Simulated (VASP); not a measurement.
A VASP calculation is set up with these files.

**INCAR**
```
SYSTEM = NiO
PREC = Accurate
ENCUT = 520
EDIFF = 1E-6
NELM = 100
ALGO = Normal
LREAL = .FALSE.
LASPH = .TRUE.
ISMEAR = 0
SIGMA = 0.05
GGA = PE
LMAXMIX = 4
ISPIN = 2
MAGMOM = 2.0 -2.0 0.0 0.0
LORBIT = 10
LWAVE = .FALSE.
LCHARG = .FALSE.
ISIF = 2
```

POSCAR:
```
NiO
1
    2.1318000000     4.2636000000     2.1318000000
    4.2636000000     2.1318000000     2.1318000000
    2.1318000000     2.1318000000     4.2636000000
Ni O
2 2
Direct
  0.0000000000   0.0000000000   0.0000000000
  0.5000000000   0.5000000000   0.5000000000
  0.2500000000   0.2500000000   0.2500000000
  0.7500000000   0.7500000000   0.7500000000
```

File KPOINTS:
```
Automatic mesh
0
Gamma
7 7 7
0 0 0
```

POTCAR, in this order: Ni O (PBE.64 set). Program: vasp_std.

**Question.** Does this input run properly? What does VASP do?

**Answer.** There is a fault: the lattice vectors form a left-handed set. VASP stops with an error: ERROR: the triple product of the basis vectors is negative exchange two basis vectors ----> I REFUSE TO CONTINUE WITH THIS SICK JOB ... BYE!!! <----

standard output:
```
 -----------------------------------------------------------------------------
|                                                                             |
|     EEEEEEE  RRRRRR   RRRRRR   OOOOOOO  RRRRRR      ###     ###     ###     |
|     E        R     R  R     R  O     O  R     R     ###     ###     ###     |
|     E        R     R  R     R  O     O  R     R     ###     ###     ###     |
|     EEEEE    RRRRRR   RRRRRR   O     O  RRRRRR       #       #       #      |
|     E        R   R    R   R    O     O  R   R                               |
|     E        R    R   R    R   O     O  R    R      ###     ###     ###     |
|     EEEEEEE  R     R  R     R  OOOOOOO  R     R     ###     ###     ###     |
|                                                                             |
|     ERROR: the triple product of the basis vectors is negative exchange     |
|     two basis vectors                                                       |
|                                                                             |
|       ---->  I REFUSE TO CONTINUE WITH THIS SICK JOB ... BYE!!! <----       |
|                                                                             |
 -----------------------------------------------------------------------------
```

To mend it, correct POSCAR.
**POSCAR**
```
NiO
1
    4.2636000000     2.1318000000     2.1318000000
    2.1318000000     4.2636000000     2.1318000000
    2.1318000000     2.1318000000     4.2636000000
Ni O
2 2
Direct
  0.0000000000   0.0000000000   0.0000000000
  0.5000000000   0.5000000000   0.5000000000
  0.2500000000   0.2500000000   0.2500000000
  0.7500000000   0.7500000000   0.7500000000
```
The mended run (PBE GGA, plane waves, VASP's PBE PAW potentials (set 64)) converges, and its OSZICAR ends with
```
   1 F= -.23433493E+02 E0= -.23433493E+02  d E =-.406424E-13  mag=     0.0000
```

The compound is NiO in the rock salt, AFM-II order structure. The cell was not relaxed at this level.
